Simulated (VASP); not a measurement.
Consider the following.

```
Yb
1.0
    0.00000     2.71147     2.71147
    2.71147     0.00000     2.71147
    2.71147     2.71147     0.00000
Yb
1
Direct
  0.00000   0.00000   0.00000
```

Method: PBE GGA, VASP's PBE PAW potentials (set 64) (plane waves; VASP). Settings: 400 eV cut-off, 11×11×11 Γ-centred mesh, first-order Methfessel-Paxton smearing of 0.10 eV, potentials Yb_2.

The 4f electrons are frozen in the core of the lanthanide potential, so 4f levels, which can set the real gap, and their magnetism are missing.

Problem. What does the run give for the energy per atom (σ→0)?

Solution. 
```yaml
energy per atom (σ→0): -1.468 eV/atom
```

Total energies compare only between runs with the same potentials, cut-off and functional.

The compound is Yb in the fcc structure. It was relaxed first. The start is the result of an earlier pass.
